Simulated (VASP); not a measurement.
Consider the following.

```
YN
1.0
    0.00000     2.44836     2.44836
    2.44836     0.00000     2.44836
    2.44836     2.44836     0.00000
Y N
1 1
Direct
  0.98833   0.00954   0.99768
  0.51167   0.49046   0.50232
```

Method: LDA (Ceperley-Alder, Perdew-Zunger), VASP's LDA PAW potentials (set 64) (plane waves; VASP). Numerical set-up: 200 eV cut-off, 2×2×2 Γ-centred mesh shifted by (0.5, 0.5, 0.5), Fermi-Dirac smearing of 0.10 eV, potentials Y_sv N.

At this cut-off the stress carries a Pulay error, which pulls relaxed volumes low.  Energy and stress use the plane-wave basis of the starting cell.

Question: The ions, cell shape and volume are relaxed. Give the cell that the relaxation ends in.

Answer: 
```
YN
1.0
    0.00046     2.25906     2.25916
    2.25931     0.00028     2.25934
    2.25965     2.25957    -0.00006
Y N
1 1
Direct
  0.00005   0.99996   0.00000
  0.49995   0.50004   0.50000
```
Space group Fm-3m (225), at a tolerance of 0.03 Å.

Question: How do energy and volume change from the first to the last step?

Answer: The energy (σ→0) changes by -823.9 meV/atom and the volume by -21.4 %, in 12 ionic steps.

```csv
step,E(σ→0) (eV),max force (eV/Å),pressure (GPa),volume (Å³)
1,-19.8017,0.365,-69.43,29.35
2,9.3883,2.514,1153.52,9.78
3,-20.9936,0.769,-41.80,25.99
4,-21.3495,0.971,-17.38,24.12
5,-21.4081,1.092,1.58,23.02
6,-21.4082,1.079,-0.63,23.14
7,-21.4477,0.176,0.89,23.02
8,-21.4490,0.014,0.51,23.04
9,-21.4484,0.036,-1.38,23.13
10,-21.4495,0.006,-0.22,23.08
11,-21.4495,0.001,0.44,23.04
12,-21.4495,0.004,0.01,23.06
```

The structure comes from a computed database's YN entry; how it stands against other phases isn't given here. In the starting cell atoms are displaced from their ideal sites. This run relaxes it. The k-mesh is coarse (spacing up to 1.20 per Å, 2π included), so the numbers may not be converged in it. The run is one of a series of settings (EDIFFG = -0.01, ENCUT = 200, GGA removed, IBRION = 2, ISIF = 3, NSW = 50, KPOINTS 2×2×2 Γ-centred mesh shifted by (0.5, 0.5, 0.5), POTCAR Y_sv N (LDA.64 set) against the base run), some of them coarse on purpose.
